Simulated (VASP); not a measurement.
Output of a VASP run:

**OSZICAR**
```
       N       E                     dE             d eps       ncg     rms          rms(c)
DAV:   1     0.103719992933E+03    0.10372E+03   -0.79067E+03  1230   0.115E+03
DAV:   2    -0.247272105678E+00   -0.10397E+03   -0.97814E+02  1342   0.259E+02
DAV:   3    -0.456855328905E+01   -0.43213E+01   -0.42977E+01  1477   0.553E+01
DAV:   4    -0.460807626965E+01   -0.39523E-01   -0.39519E-01  1674   0.500E+00
DAV:   5    -0.460821207165E+01   -0.13580E-03   -0.13580E-03  1502   0.266E-01    0.754E+00
DAV:   6    -0.438853052706E+01    0.21968E+00   -0.54563E-01  1417   0.110E+01    0.604E+00
DAV:   7    -0.437897236366E+01    0.95582E-02   -0.10964E-01  1332   0.262E+00    0.226E+00
DAV:   8    -0.437701701215E+01    0.19554E-02   -0.11021E-02  1272   0.143E+00    0.625E-01
DAV:   9    -0.437677232787E+01    0.24468E-03   -0.83032E-04  1457   0.360E-01    0.127E-01
DAV:  10    -0.437678028949E+01   -0.79616E-05   -0.83429E-05  1396   0.966E-02    0.535E-02
DAV:  11    -0.437678712191E+01   -0.68324E-05   -0.22976E-05  1317   0.449E-02    0.288E-02
DAV:  12    -0.437678592410E+01    0.11978E-05   -0.39775E-06  1382   0.192E-02    0.146E-02
DAV:  13    -0.437678591679E+01    0.73112E-08   -0.25747E-07   616   0.396E-03
   1 F= -.22180668E+01 E0= -.22181421E+01  d E =-.221807E+01
       N       E                     dE             d eps       ncg     rms          rms(c)
DAV:   1    -0.877302111125E+01   -0.43962E+01   -0.84371E+01  1362   0.112E+02    0.146E+01
DAV:   2    -0.437609159648E+01    0.43969E+01   -0.14793E+01  1352   0.578E+01    0.351E+00
DAV:   3    -0.414767002136E+01    0.22842E+00   -0.10013E+00  1237   0.846E+00    0.237E+00
DAV:   4    -0.410097801787E+01    0.46692E-01   -0.89175E-02  1382   0.176E+00    0.105E+00
DAV:   5    -0.409741690537E+01    0.35611E-02   -0.98338E-03  1598   0.971E-01    0.691E-01
DAV:   6    -0.409769211329E+01   -0.27521E-03   -0.20411E-03  1352   0.447E-01    0.229E-01
DAV:   7    -0.409783482718E+01   -0.14271E-03   -0.25343E-04  1531   0.166E-01    0.636E-02
DAV:   8    -0.409784365155E+01   -0.88244E-05   -0.15357E-05  1377   0.326E-02    0.181E-02
DAV:   9    -0.409784791006E+01   -0.42585E-05   -0.46815E-06  1367   0.201E-02    0.393E-03
DAV:  10    -0.409784827238E+01   -0.36232E-06   -0.39455E-07   961   0.693E-03
   2 F= -.22606796E+01 E0= -.22607045E+01  d E =-.426128E-01
       N       E                     dE             d eps       ncg     rms          rms(c)
DAV:   1    -0.501531468465E+01   -0.91747E+00   -0.14885E+01  1332   0.511E+01    0.793E+00
DAV:   2    -0.437901018687E+01    0.63630E+00   -0.15555E+00  1297   0.197E+01    0.295E+00
DAV:   3    -0.430798162884E+01    0.71029E-01   -0.16599E-01  1292   0.451E+00    0.277E+00
DAV:   4    -0.429245168550E+01    0.15530E-01   -0.23227E-02  1317   0.109E+00    0.615E-01
DAV:   5    -0.429106839405E+01    0.13833E-02   -0.33742E-03  1388   0.737E-01    0.353E-01
DAV:   6    -0.429107123655E+01   -0.28425E-05   -0.45530E-04  1247   0.193E-01    0.183E-01
DAV:   7    -0.429101746470E+01    0.53772E-04   -0.22500E-04  1437   0.216E-01    0.208E-02
DAV:   8    -0.429102427352E+01   -0.68088E-05   -0.36900E-05  1342   0.545E-02    0.223E-02
DAV:   9    -0.429102515665E+01   -0.88313E-06   -0.28417E-06  1442   0.151E-02
   3 F= -.23240623E+01 E0= -.23241319E+01  d E =-.105996E+00
```

OUTCAR:
```
------------------------ aborting loop because EDIFF is reached ----------------------------------------
  FORCE on cell =-STRESS in cart. coord.  units (eV):
  Direction    XX          YY          ZZ          XY          YZ          ZX
  --------------------------------------------------------------------------------------
  Total        1.9469694      1.9469694      1.9469694      0.0000000     -0.0000000      0.0000000
  in kB       49.4917675     49.4917675     49.4917675      0.0000000     -0.0000000      0.0000000
  external PRESSURE =      -0.5082325 kB  Pullay stress =      50.0000000 kB
  volume of cell :       63.03
      direct lattice vectors                 reciprocal lattice vectors
    -0.000000000  3.158655398  3.158655398    -0.158295204  0.158295204  0.158295204
     3.158655398 -0.000000000  3.158655398     0.158295204 -0.158295204  0.158295204
     3.158655398  3.158655398  0.000000000     0.158295204  0.158295204 -0.158295204
 POSITION                                       TOTAL-FORCE (eV/Angst)
 -----------------------------------------------------------------------------------
     -0.00000      0.00000      0.00000        -0.000000     -0.000000     -0.000000
      1.57933      1.57933      1.57933         0.000000      0.000000      0.000000
 -----------------------------------------------------------------------------------
    total drift:                               -0.000000     -0.000000     -0.000000
  FREE ENERGIE OF THE ION-ELECTRON SYSTEM (eV)
  ---------------------------------------------------
  free  energy   TOTEN  =        -4.2910251567 eV

  energy  without entropy=       -4.2912339108  energy(sigma->0) =       -4.29109474
  enthalpy is  TOTEN    =        -2.3240622891 eV   P V=        1.9669628675

 reached required accuracy - stopping structural energy minimisation
```
(Selected blocks of OUTCAR.)

File POSCAR:
```
HgTe
1
    0.0000000000     3.2581337552     3.2581337552
    3.2581337552     0.0000000000     3.2581337552
    3.2581337552     3.2581337552     0.0000000000
Hg Te
1 1
Direct
  0.0000000000   0.0000000000   0.0000000000
  0.2500000000   0.2500000000   0.2500000000
```

Write an INCAR and KPOINTS that could have produced this output.

One answer among several that fit: the input of the run itself, PBEsol GGA, plane waves, VASP's PBE PAW potentials (set 64).

**KPOINTS**
```
Automatic
0
gamma
  10 10 10
```

INCAR:
```
SYSTEM  =  HgTe
PREC  =  Accurate; ENCUT  =  500; LREAL  =  F
LASPH  =  T
EDIFF  =  1E-6; NELM  =  100; ALGO  =  Normal
LMAXMIX  =  6
ISMEAR  =  1; SIGMA  =  0.1
GGA  =  PS
IBRION  =  2; NSW  =  40; ISIF  =  3
EDIFFG  =  -0.02; PSTRESS  =  50
LWAVE  =  F; LCHARG  =  F
```

POTCAR, in this order: Hg Te (PBE.64 set). Program: vasp_std.

Energy and stress use the plane-wave basis of the starting cell.

The structure was generated: HgTe was put into the zinc blende type (F-43m), which need not be its known phase. This run relaxes it under an external pressure of 5 GPa. Symmetry was kept, so distortions that lower it aren't found.
